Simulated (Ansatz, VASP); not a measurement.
## Cross-check of Ru (Ruthenium) between VASP and Ansatz

One calculation is typed for both programs; each brings its own data sets. How far apart do they land? The cell is taken from a series of runs on this material, whose earlier steps may have relaxed, scaled, displaced or heated it; both programs get it as it stands.

Main program and level: Ansatz 0.2.0; plane waves, with VASP 6.6.1 beside it; zone-centre phonons at LDA.

## Step 1: The starting structure

Symmetry: P6_3/mmc, No. 194, hexagonal system. Conventional cell: a = 2.658 Å, b = 2.658 Å, c = 4.351 Å, α = 90.00°, β = 90.00°, γ = 120.00°. Nearest to Ru lie 12 Ru at 2.66 Å.

Structure file:

```cif
data_structure
_symmetry_space_group_name_H-M 'P6_3/mmc'
_symmetry_Int_Tables_number 194
_cell_length_a 2.6577
_cell_length_b 2.6577
_cell_length_c 4.3507
_cell_angle_alpha 90.000
_cell_angle_beta 90.000
_cell_angle_gamma 120.000
_cell_volume 26.61
loop_
_atom_site_label
_atom_site_type_symbol
_atom_site_symmetry_multiplicity
_atom_site_Wyckoff_symbol
_atom_site_fract_x
_atom_site_fract_y
_atom_site_fract_z
_atom_site_occupancy
Ru1 Ru 2 c 0.33333 0.66667 0.25000 1
```

## Step 2: Ansatz: zone-centre phonons, LDA

Ansatz runs on its PAW soft_1 files.

Second derivatives magnify differences that forces hide, and they need a tight electronic threshold.

input.yaml reads:

```yaml
crystal:
  lattice:
    - [2.6576900432, 0.0, 0.0]
    - [-1.3288450216, 2.3016270928, 0.0]
    - [0.0, 0.0, 4.3506682561]
  atoms:
    - { symbol: Ru, position: [0.3333333331, 0.6666666669, 0.25] }
    - { symbol: Ru, position: [0.6666666669, 0.3333333331, 0.75] }
kpoints:
  mp_grid: { grid: [18, 18, 12] }
hamiltonian:
  xc: lda
  pseudopotentials: { kind: paw, azcp: { folder: soft_1 }, xc_functional: pbe }
scf:
  occupations: { method: methfessel_paxton, width: 0.2 }
output:
  eigenvalues: true
phonons:
  method: dfpt
```

Run with:

```console
$ ansatz run input.yaml --threads 4 --pin off --max-ram 10240MiB --backend cpu --events-out ev --progress --plain --runs-dir out
```

Numbers of over 12 decimals in the logs are rounded to 6 here.

Output:

```text
zone centre: on kpoints.mp_grid the ground state, and the responses unless they are solved on pairs of k-points, stand on 637 of the mesh's 3888 k-points, reduced under 4 symmetry operations, with k and −k counted as one. Each operation leaves every solved displacement unchanged or reverses it
Engine: ansatz 0.2.0, aarch64-unknown-linux-gnu
Pseudopotentials: kind: paw
Pseudopotential: Ru, paw, valence charge 16, recommended cutoff 420 eV (normal), soft_1/Ru.paw.azcp
Functional definition: SPW92
  exchange = slater_x
  correlation = pw_c
Crystal: 2 atoms, lattice volume = 26.613 Å³
Basis set: ecut = 420 eV, 549 PW (Γ), exchange–correlation on 36×36×60 points (8 copies of the dense FFT grid, shifted against one another)
Bands: 20, of which v1, the nominal top of the filled ones, is band 16 counted from 1 (15 counted from 0)
Symmetry: 24 space group operations
k-points: 637 of 3888 (irreducible under 4 space group operations, time reversal used)
Non-local potential: Ru, projectors of the file, l = 0: 3, l = 1: 2, l = 2: 2, l = 3: 1
PAW form: soft (Blöchl's): semilocal exchange-correlation on the pseudo side does not see the compensation charge
PAW frozen core: Ru, regenerated for the run's functional, and the local potential with it (the file was generated under x = pbe(κ = 0.804, μ = 0.219515), c = pbe(β = 0.066725))
PAW one-centre angular grid: Ru, 590 points (default); XC on 64 Gauss nodes
Initial density: superposition of atomic densities (chi_scale 0.1, normalization cell)
Initial wavefunctions: pseudopotential atomic-orbital guess
Functional: x = slater, c = lda
SCF iter   1: F=—  HF=-11518.130310 eV  |F-HF|=—  |Δ(HF+E_count)|=         —  Δρ=1.31e-1  dr2=4.33e0  ethr=3.10e-3  ⟨swp⟩=5.0  Hψ=111738  notcnv=0  defer=67
automatic band count: the SCF goes on with 24 bands, as 20 were too few: they end inside the smearing window of the response
preconditioner: auto → none  [metal: Δε(μ)=0.011 eV  Ē_g=11.736 eV  σ=0.200 eV  W_gap=0.05  n_scr=8 (ndim 8)  ℏωp=28.8 eV  f_vac=0.000  D(μ)=1.47/eV (n_scr^D=22)  sad-step TF]
SCF iter   2: F=—  HF=-11517.088283 eV  |F-HF|=—  |Δ(HF+E_count)|=    1.04e0  S|Δr|=    0.00e0  Δρ=7.36e-2  dr2=1.35e0  ethr=3.10e-3  ⟨swp⟩=2.8  Hψ=29444  notcnv=0  defer=1751
SCF iter   3: F=—  HF=-11516.619503 eV  |F-HF|=—  |Δ(HF+E_count)|=   4.69e-1  S|Δr|=    0.00e0  Δρ=3.75e-3  dr2=2.09e-3  ethr=3.10e-3  ⟨swp⟩=2.0  Hψ=21828  notcnv=0  defer=1751
SCF iter   4: F=—  HF=-11516.620573 eV  |F-HF|=—  |Δ(HF+E_count)|=   1.07e-3  S|Δr|=    0.00e0  Δρ=4.78e-4  dr2=3.85e-5  ethr=6.53e-6  ⟨swp⟩=2.7  Hψ=30368  notcnv=0  defer=1617
SCF iter   5: F=—  HF=-11516.620576 eV  |F-HF|=—  |Δ(HF+E_count)|=   3.60e-6  S|Δr|=    0.00e0  Δρ=6.98e-5  dr2=6.76e-7  ethr=1.20e-7  ⟨swp⟩=2.4  Hψ=21149  notcnv=0  defer=1617
SCF iter   6: F=—  HF=-11516.620576 eV  |F-HF|=—  |Δ(HF+E_count)|=   1.87e-7  S|Δr|=    0.00e0  Δρ=2.15e-5  dr2=6.18e-8  ethr=2.11e-9  ⟨swp⟩=2.1  Hψ=22475  notcnv=0  defer=1617
SCF iter   7: F=—  HF=-11516.620576 eV  |F-HF|=—  |Δ(HF+E_count)|=   2.69e-8  S|Δr|=    0.00e0  Δρ=1.52e-6  dr2=2.57e-10  ethr=1.93e-10  ⟨swp⟩=2.2  Hψ=23905  notcnv=0  defer=1617
SCF iter   8: F=-11516.620576 eV  HF=-11516.620576 eV  |F-HF|=5.46e-12  |Δ(HF+E_count)|=  1.24e-10  S|Δr|=    0.00e0  Δρ=1.50e-7  dr2=3.94e-12  ethr=1.00e-12  ⟨swp⟩=10.6  Hψ=79498  notcnv=0
SCF 1 converged in 8 iterations: F = -11516.620576 eV  dr2 = 3.94e-12
  greatest PAW one-centre occupation: 1.000 electrons in one spin orbital (limit 2), on the Ru atom at site 1 (counted from 0), in its partial waves of l = 0
DFPT response loops at Γ: preconditioner auto → Kerker (q_TF=auto, 2.813 Å⁻¹) (partly filled bands, converged f_vac=0.000); β = 1.00, the filter's whole step (`scf.mixing.beta` (0.50) is not read by the response loops under this deck's `scf.mixing.preconditioner`; to damp them name `kerker` or `kerker_dos`, under which they read `scf.mixing.beta`, and type it under 1.00, their step now; both keys bind the ground state too); Broyden in place of MSR1
SCF converged after 8 iterations
Stability not checked: this state was not tested for a lower state beside it, because cold or Methfessel-Paxton smearing, or corrected tetrahedra, fill the levels in a way that the test cannot read (fill_not_monotonic; see scf.lower_state_search)
Free energy (F): -11516.620576 eV
Harris-Foulkes:  -11516.620576 eV  (|F-HF|=5.46e-12)
Internal energy: -11516.621051 eV  (E = F + TS)
E sigma→0 (E₀):  -11516.620695 eV
Entropy (-TS):   0.000475 eV (0.238 meV/atom)
Fermi energy:    23.592407 eV
--- Per-component energies (eV) ---
  E_band       = -104.130567
  E_kinetic    = 922.172868
  E_local      = -2506.369246  (includes V_loc(G=0)·N_el)
  E_nonlocal   = 835.898794
  E_hartree    = 826.274178
  E_xc         = -339.200875
  E_vxc        = -430.497763  (∫ρ·V_xc dr)
  E_paw        = -6763.650379  (= ΣΔE_a)
  E_vpaw       = -577.884734  (= ΣTr[D̂ρ^β])
  E_aug_tail   = 0.001064  (compensation charges beyond the density's cutoff)
  E_ewald      = -4492.890824
  E_core_change = 1.143369  (= ΣΔE_core)
  E_smearing   = 0.000475  (= −TS)
  E_closure    = -0.000000  (closes the sum)
  Σ components = -11516.620576   (vs F -11516.620576, Δ=0.00e0)
--- Band table (eV; the first three rows and the last of 637) ---
  k-point 0: bands = [... 12 lower, 20.9314, 21.5591, 21.5591, 22.4233, 22.4233, 24.5019, 24.8349, 24.8349, ... 4 higher]
  k-point 1: bands = [... 12 lower, 20.8989, 21.5208, 21.5208, 22.5126, 22.5126, 24.2471, 24.8329, 24.8329, ... 4 higher]
  k-point 2: bands = [... 12 lower, 20.8287, 21.4159, 21.4159, 22.7495, 22.7495, 23.5878, 24.8161, 24.8161, ... 4 higher]
  k-point 636: bands = [... 12 lower, 20.8831, 20.8831, 22.2329, 22.2329, 25.3233, 25.3233, 28.8524, 28.8524, ... 4 higher]
--- Phonons (Γ-DFPT): 2 representative perturbations + reference, on 637 of 3888 k-points (Σ response iterations 6) ---
  k mesh reduced under 4 symmetry operations, with k and −k counted as one. Each operation leaves every solved displacement unchanged or reverses it
  ASR residual: 1.329e-4 → 0.000e0 eV/Å²; symmetrization residual: 5.809e-13 eV/Å²
  ASR residual per site (eV/Å²): 1.33e-4 1.33e-4
  Γ frequencies (cm⁻¹): 0.00 0.00 0.00 196.40 196.40 234.87
  non-analytic LO–TO correction: not included (Born effective charges unavailable; polar crystals: no LO–TO splitting at Γ)
```

In the SCF lines HF is the Harris–Foulkes energy and dr2 the Hartree energy of the density residual, in eV; the loop may stop once dr2 is under the threshold and the program's other checks hold. Hψ counts applications of the Hamiltonian.

## Step 3: VASP: zone-centre phonons, LDA

The same cell, functional (in two slightly different forms), mesh and smearing now go to VASP, with its own data sets.

Lines of VASP's logs that name or quote its potential files are left out, and so is its time.

INCAR reads:

```
SYSTEM = Ru
PREC = Accurate
ENCUT = 500
EDIFF = 1E-08
NELM = 120
ISMEAR = 1
SIGMA = 0.2
LREAL = .FALSE.
ALGO = Normal
GGA = CA
NBANDS = 20
LASPH = .TRUE.
LORBIT = 11
LWAVE = .FALSE.
LCHARG = .FALSE.
ISIF = 2
IBRION = 8
GGA_COMPAT = .FALSE.
KPAR = 2
```

POSCAR reads:

```
Ru
1.0
    2.6576900432      0.0000000000      0.0000000000
   -1.3288450216      2.3016270928      0.0000000000
    0.0000000000      0.0000000000      4.3506682561
Ru
2
Direct
    0.3333333331      0.6666666669      0.2500000000
    0.6666666669      0.3333333331      0.7500000000
```

KPOINTS reads:

```
Automatic mesh
0
Gamma
18 18 12
0 0 0
```

The projector-augmented-wave data sets are Ru_pv (LDA family, release 64).

Run with:

```console
$ mpirun -np 2 vasp_std
```

Output:

```text
[banner, memory and clock lines left out]
running    2 mpi-ranks, on    1 nodes
 distrk:  each k-point on    1 cores,    2 groups
 distr:  one band on    1 cores,    1 groups

 POSCAR found type information on POSCAR Ru
 POSCAR found :  1 types and       2 ions
 LDA part: xc-table for (Slater(with rela. corr.)+CA(PZ))
 , standard interpolation
 POSCAR, INCAR and KPOINTS ok, starting setup
 FFT: planning ... GRIDC
 FFT: planning ... GRID_SOFT
 FFT: planning ... GRID
 WAVECAR not read
 entering main loop
       N       E                     dE             d eps       ncg     rms          rms(c)
DAV:   1     0.282633806693E+03    0.28263E+03   -0.17354E+04 10408   0.152E+03
DAV:   2    -0.167524353287E+02   -0.29939E+03   -0.29098E+03 10684   0.457E+02
DAV:   3    -0.227712999647E+02   -0.60189E+01   -0.59644E+01 11804   0.724E+01
DAV:   4    -0.228195505334E+02   -0.48251E-01   -0.48194E-01 13428   0.609E+00
DAV:   5    -0.228202460797E+02   -0.69555E-03   -0.69313E-03 11604   0.643E-01    0.193E+01
DAV:   6    -0.214463122463E+02    0.13739E+01   -0.32506E+00 11836   0.178E+01    0.515E+00
DAV:   7    -0.213609308932E+02    0.85381E-01   -0.49125E-01 11788   0.502E+00    0.112E+00
DAV:   8    -0.213508511161E+02    0.10080E-01   -0.24335E-02 11556   0.131E+00    0.317E-01
DAV:   9    -0.213501553416E+02    0.69577E-03   -0.12131E-03 11940   0.390E-01    0.303E-02
DAV:  10    -0.213501739315E+02   -0.18590E-04   -0.10543E-04 11636   0.105E-01    0.240E-02
DAV:  11    -0.213501712915E+02    0.26400E-05   -0.18644E-05 11664   0.416E-02    0.127E-03
DAV:  12    -0.213501712870E+02    0.45393E-08   -0.14965E-07 12080   0.370E-03    0.117E-03
DAV:  13    -0.213501712984E+02   -0.11386E-07   -0.46993E-09  7576   0.647E-04    0.411E-05
DAV:  14    -0.213501712973E+02    0.10491E-08   -0.20607E-10  6872   0.152E-04
   1 F= -.21350171E+02 E0= -.21350301E+02  d E =0.388081E-03
 Linear response reoptimize wavefunctions to high precision
DAV:   1    -0.213501712976E+02   -0.27330E-09   -0.29071E-11  7072   0.496E-05
DAV:   2    -0.213501712976E+02   -0.16371E-10   -0.39990E-12  6608   0.166E-05
 Linear response DOF=           2
 Linear response progress:
  Degree of freedom:   1/  2
       N       E                     dE             d eps       ncg     rms          rms(c)
RMM:   1    -0.503210814098E+00   -0.50321E+00    0.32988E+00 46368   0.593E+01
RMM:   2    -0.604610297549E+00   -0.10140E+00   -0.11639E-01 63571   0.287E+00    0.142E-01
RMM:   3    -0.603396901339E+00    0.12134E-02   -0.35392E-03 72904   0.488E-01    0.637E-02
RMM:   4    -0.602153573465E+00    0.12433E-02   -0.47908E-04 72645   0.170E-01    0.237E-02
RMM:   5    -0.601980729593E+00    0.17284E-03   -0.53665E-05 88323   0.428E-02    0.992E-03
RMM:   6    -0.601893889231E+00    0.86840E-04   -0.52124E-05 77765   0.127E-02    0.578E-03
RMM:   7    -0.601888763685E+00    0.51255E-05   -0.37505E-05 77786   0.715E-03    0.742E-04
RMM:   8    -0.601907759430E+00   -0.18996E-04   -0.25219E-05 95690   0.235E-03    0.354E-04
RMM:   9    -0.601916539768E+00   -0.87803E-05   -0.13068E-05 84789   0.100E-03    0.614E-05
RMM:  10    -0.601916576137E+00   -0.36368E-07   -0.75015E-06 98311   0.527E-04    0.208E-05
RMM:  11    -0.601917034289E+00   -0.45815E-06   -0.38266E-06 86387   0.312E-04    0.790E-06
RMM:  12    -0.601917046475E+00   -0.12186E-07   -0.22996E-06 96159   0.211E-04    0.396E-06
RMM:  13    -0.601917003455E+00    0.43020E-07   -0.13014E-06 98601   0.158E-04    0.142E-06
RMM:  14    -0.601917039642E+00   -0.36187E-07   -0.85136E-07 91839   0.131E-04    0.735E-07
RMM:  15    -0.601917061690E+00   -0.22049E-07   -0.52933E-07 93103   0.115E-04    0.235E-07
RMM:  16    -0.601917070748E+00   -0.90576E-08   -0.35494E-07 81046   0.105E-04    0.129E-07
RMM:  17    -0.601917075007E+00   -0.42594E-08   -0.23154E-07 69471   0.991E-05    0.115E-07
RMM:  18    -0.601917078326E+00   -0.33184E-08   -0.17376E-07 70866   0.956E-05    0.997E-08
 first order change of Fermi-energy  -0.59144E-05
 force on displaced ion       1 direction 1 :  -7.176   0.001   0.000
 Linear response progress:
  Degree of freedom:   2/  2
       N       E                     dE             d eps       ncg     rms          rms(c)
RMM:   1    -0.626361310710E+00   -0.62636E+00    0.38860E+00 15992   0.601E+01
RMM:   2    -0.740174783002E+00   -0.11381E+00   -0.13274E-01 22047   0.302E+00    0.139E-01
RMM:   3    -0.740310324993E+00   -0.13554E-03   -0.33460E-03 25257   0.465E-01    0.697E-02
RMM:   4    -0.739603806105E+00    0.70652E-03   -0.50215E-04 24565   0.161E-01    0.213E-02
RMM:   5    -0.739484663064E+00    0.11914E-03    0.39631E-05 29211   0.520E-02    0.176E-02
RMM:   6    -0.739429833649E+00    0.54829E-04   -0.11018E-05 26373   0.192E-02    0.100E-02
RMM:   7    -0.739372423093E+00    0.57411E-04   -0.17818E-05 26148   0.921E-03    0.297E-03
RMM:   8    -0.739363059208E+00    0.93639E-05   -0.31509E-05 29556   0.423E-03    0.671E-04
RMM:   9    -0.739368625580E+00   -0.55664E-05   -0.20200E-05 29392   0.154E-03    0.107E-04
RMM:  10    -0.739369013834E+00   -0.38825E-06   -0.88813E-06 29134   0.659E-04    0.361E-05
RMM:  11    -0.739369731528E+00   -0.71769E-06   -0.68943E-06 30934   0.364E-04    0.118E-05
RMM:  12    -0.739369869797E+00   -0.13827E-06   -0.47365E-06 30119   0.245E-04    0.410E-06
RMM:  13    -0.739369964486E+00   -0.94689E-07   -0.46868E-06 33820   0.175E-04    0.188E-06
RMM:  14    -0.739369795896E+00    0.16859E-06   -0.22748E-06 32055   0.138E-04    0.820E-07
RMM:  15    -0.739369805803E+00   -0.99068E-08   -0.20090E-06 29507   0.117E-04    0.125E-06
RMM:  16    -0.739369747522E+00    0.58281E-07   -0.96511E-07 30616   0.108E-04    0.262E-07
RMM:  17    -0.739369761176E+00   -0.13654E-07   -0.87581E-07 29461   0.985E-05    0.360E-07
RMM:  18    -0.739369741754E+00    0.19422E-07   -0.54816E-07 24679   0.937E-05    0.371E-07
RMM:  19    -0.739369752577E+00   -0.10823E-07   -0.53912E-07 27714   0.911E-05    0.193E-07
RMM:  20    -0.739369742858E+00    0.97185E-08   -0.35559E-07 23756   0.890E-05    0.109E-07
RMM:  21    -0.739369741436E+00    0.14222E-08   -0.29574E-07 23033   0.877E-05    0.105E-07
RMM:  22    -0.739369733532E+00    0.79043E-08   -0.17835E-07 22041   0.869E-05    0.816E-08
 first order change of Fermi-energy   0.70405E-04
 force on displaced ion       1 direction 3 :  -0.000   0.000 -10.458
 Linear response finished
```

(Continued in part 2 of 2.)

[Lines on the potential files, build, host, timing and source positions are cut from VASP's logs without a mark.]

[Logs are printed without paths, hosts, clocks, repeated set-up lines and the standing remarks that a program may print on its own settings, such as how far it seeks lower states.]

[Hosts, paths, dates, database ids (printed as entryN), source tags and the programs' standing remarks are cut or masked in the printed files.]
